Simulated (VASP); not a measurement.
Crystal: Cu.

```
Cu
1.0
     0.00000    1.81500    1.81500
     1.81500    0.00000    1.81500
     1.81500    1.81500    0.00000
Cu
1
Direct
  0.00000 0.00000 0.00000
```

The cell was built by a generator and needn't be a form met in nature.

* Program: VASP 6.6.1
* Task: relaxation of cell and atoms
* Functional: PBEsol
* Potentials or basis: VASP PAW PBE potentials, release 64 (Cu)
* Cutoff: 600 eV
* k mesh: 24 × 24 × 24
* Occupations: methfessel-paxton, width 0.2 eV
* Spin: no spin polarisation

At the start: pressure -7.4 GPa; volume 11.96 Å³/atom.

Task: Where does the relaxation end?

Result: Over 6 steps the energy falls by 14.3 meV/atom and the volume is 11.36 Å³/atom (-5.0 %); space group Fm-3m (No. 225, to 0.05 Å).

Step by step:
```tsv
step	energy change (eV)	largest force (eV/Å)	pressure (GPa)	volume (Å³)
1	0.0000	0.0000	-7.35	11.96
2	-0.0090	0.0000	5.47	11.03
3	-0.0143	0.0000	-0.36	11.37
4	-0.0143	0.0000	0.36	11.34
5	-0.0143	0.0000	-0.31	11.38
6	-0.0143	0.0000	0.05	11.36
```

Final structure:
```
Cu
1.0
     0.00000    1.78447    1.78447
     1.78447    0.00000    1.78447
     1.78447    1.78447    0.00000
Cu
1
Cartesian
  1.7845 1.7845 0.0000
```

Caveat: the PAW data sets were made with another functional, which shifts forces and pressure a little.
